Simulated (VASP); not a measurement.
Output of a VASP run:

OSZICAR:
```
       N       E                     dE             d eps       ncg     rms          rms(c)
DAV:   1     0.342128720554E+02    0.34213E+02   -0.47588E+03  1136   0.107E+03
DAV:   2    -0.108506959043E+02   -0.45064E+02   -0.42396E+02  1124   0.189E+02
DAV:   3    -0.118340232862E+02   -0.98333E+00   -0.97467E+00  1346   0.360E+01
DAV:   4    -0.118499918783E+02   -0.15969E-01   -0.15961E-01  1336   0.420E+00
DAV:   5    -0.118504134300E+02   -0.42155E-03   -0.42154E-03  1292   0.655E-01    0.114E+01
DAV:   6    -0.140293733054E+02   -0.21790E+01   -0.60209E+01  1260   0.130E+02    0.164E+01
DAV:   7    -0.105267035552E+02    0.35027E+01   -0.17090E+01  1240   0.779E+01    0.125E+00
DAV:   8    -0.105144019176E+02    0.12302E-01   -0.51396E-01  1388   0.901E+00    0.954E-01
DAV:   9    -0.105017587538E+02    0.12643E-01   -0.52621E-02  1318   0.362E+00    0.176E-01
DAV:  10    -0.105013815249E+02    0.37723E-03   -0.14327E-03  1292   0.553E-01    0.675E-02
DAV:  11    -0.105013766418E+02    0.48831E-05   -0.45373E-05  1382   0.735E-02    0.222E-02
DAV:  12    -0.105013749412E+02    0.17006E-05   -0.19010E-06   854   0.211E-02    0.521E-03
DAV:  13    -0.105013743042E+02    0.63703E-06   -0.51374E-07   568   0.852E-03
   1 F= -.10501374E+02 E0= -.10501246E+02  d E =-.384975E-03
```

OUTCAR:
```
------------------------ aborting loop because EDIFF is reached ----------------------------------------
  FORCE on cell =-STRESS in cart. coord.  units (eV):
  Direction    XX          YY          ZZ          XY          YZ          ZX
  --------------------------------------------------------------------------------------
  Total       -1.2712662     -1.2712662     -1.2712662     -0.0000000     -0.0000000     -0.0000000
  in kB      -79.5157259    -79.5157259    -79.5157259     -0.0000000     -0.0000000     -0.0000000
  external PRESSURE =     -79.5157259 kB  Pullay stress =       0.0000000 kB
  volume of cell :       25.61
      direct lattice vectors                 reciprocal lattice vectors
     2.947800000  0.000000000  0.000000000     0.339236040  0.000000000  0.000000000
     0.000000000  2.947800000  0.000000000     0.000000000  0.339236040  0.000000000
     0.000000000  0.000000000  2.947800000     0.000000000  0.000000000  0.339236040
 POSITION                                       TOTAL-FORCE (eV/Angst)
 -----------------------------------------------------------------------------------
      1.47390      1.47390      1.47390         0.000000      0.000000      0.000000
      0.00000      0.00000      0.00000         0.000000      0.000000      0.000000
 -----------------------------------------------------------------------------------
    total drift:                               -0.000000      0.000000     -0.000000
  FREE ENERGIE OF THE ION-ELECTRON SYSTEM (eV)
  ---------------------------------------------------
  free  energy   TOTEN  =       -10.5013743042 eV

  energy  without entropy=      -10.5009893290  energy(sigma->0) =      -10.50124598
```
(Selected blocks of OUTCAR.)

### POSCAR
```
NiAl
1
    2.9478000000     0.0000000000     0.0000000000
    0.0000000000     2.9478000000     0.0000000000
    0.0000000000     0.0000000000     2.9478000000
Al Ni
1 1
Direct
  0.5000000000   0.5000000000   0.5000000000
  0.0000000000   0.0000000000   0.0000000000
```

Task: Reconstruct the remaining input files.

Result: This is not unique; one that fits is the input of the run itself, PBE GGA, plane waves, VASP's PBE PAW potentials (set 64).

**KPOINTS**
```
Automatic mesh
0
Gamma
11 11 11
0 0 0
```

**INCAR**
```
! general
SYSTEM   =  NiAl
PREC     =  Accurate
ENCUT    =  400
LREAL    =  .False.
LASPH    =  .True.

! electronic loop
EDIFF    =  1E-6   ! SCF stop (eV)
NELM     =  100
ALGO     =  Normal   ! blocked Davidson
LMAXMIX  =  4   ! l cut-off of mixed one-centre charges

! smearing
ISMEAR   =  1
SIGMA    =  0.1   ! width (eV)

! functional
GGA      =  PE   ! PBE

! ions
ISIF     =  2   ! forces and stress, cell fixed

! output
LWAVE    =  .False.
LCHARG   =  .False.
```

POTCAR, in this order: Al Ni (PBE.64 set). Program: vasp_std.

The compound is NiAl in the CsCl type structure. The cell was not relaxed at this level. The run is not spin-polarised, so no magnetic state was tried. The electron count is odd and the run is not spin-polarised, which forces a metal.
